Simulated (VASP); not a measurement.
OSZICAR of a VASP run on PtS₂ (atoms displaced from the space group 164 structure):

### OSZICAR
```
       N       E                     dE             d eps       ncg     rms           ort
DAV:   1     0.993340757379E+02    0.99334E+02   -0.96850E+03  1485   0.110E+03
DAV:   2    -0.125217714593E+02   -0.11186E+03   -0.10940E+03  1485   0.225E+02
DAV:   3    -0.165852255852E+02   -0.40635E+01   -0.40467E+01  1485   0.474E+01
DAV:   4    -0.166294696735E+02   -0.44244E-01   -0.44230E-01  1485   0.532E+00
DAV:   5    -0.166303185470E+02   -0.84887E-03   -0.84885E-03  1485   0.698E-01
SDA:   6    -0.108978422264E+02    0.57325E+01   -0.84885E-03  1485   0.254E+02   0.000E+00
CGA:   7    -0.150212448168E+02   -0.41234E+01   -0.41099E+01  1485   0.455E+00  -0.156E+00
CGA:   8    -0.152105565055E+02   -0.18931E+00   -0.18990E+00  1485   0.709E-01  -0.238E-02
CGA:   9    -0.152362189980E+02   -0.25662E-01   -0.25649E-01  1485   0.763E-02   0.893E-04
CGA:  10    -0.152392850439E+02   -0.30660E-02   -0.30668E-02  1485   0.104E-02  -0.356E-05
CGA:  11    -0.152397891783E+02   -0.50413E-03   -0.50474E-03  1485   0.268E-03  -0.259E-05
CGA:  12    -0.152398999401E+02   -0.11076E-03   -0.11100E-03  1485   0.916E-04  -0.165E-05
CGA:  13    -0.152399258097E+02   -0.25870E-04   -0.25873E-04  1485   0.207E-04   0.962E-06
CGA:  14    -0.152399332703E+02   -0.74607E-05   -0.74267E-05  1485   0.266E-05   0.506E-06
CGA:  15    -0.152399342280E+02   -0.95768E-06   -0.95073E-06  1485   0.626E-06   0.126E-06
   1 F= -.15239934E+02 E0= -.15239934E+02  d E =-.722778E-14
```

Q: Which electronic solver shows in the log?

A: It is blocked Davidson (ALGO = Normal, or the opening steps of other solvers) and then steepest descent (the opening step of the all-band solvers) and then all-band conjugate gradients (ALGO = All or Conjugate). The INCAR had ALGO = All.

Q: Can the final energy be trusted as converged?

A: The run converged. It stopped with EDIFF = 1E-6, NELM = 100 (PBE GGA, plane waves, VASP's PBE PAW potentials (set 64)).

The compound is PtS2 in the 1T layered structure. The cell was not relaxed at this level, atoms are displaced from their ideal sites. The run is one of a series of settings (ALGO = All against the base run), some of them coarse on purpose.
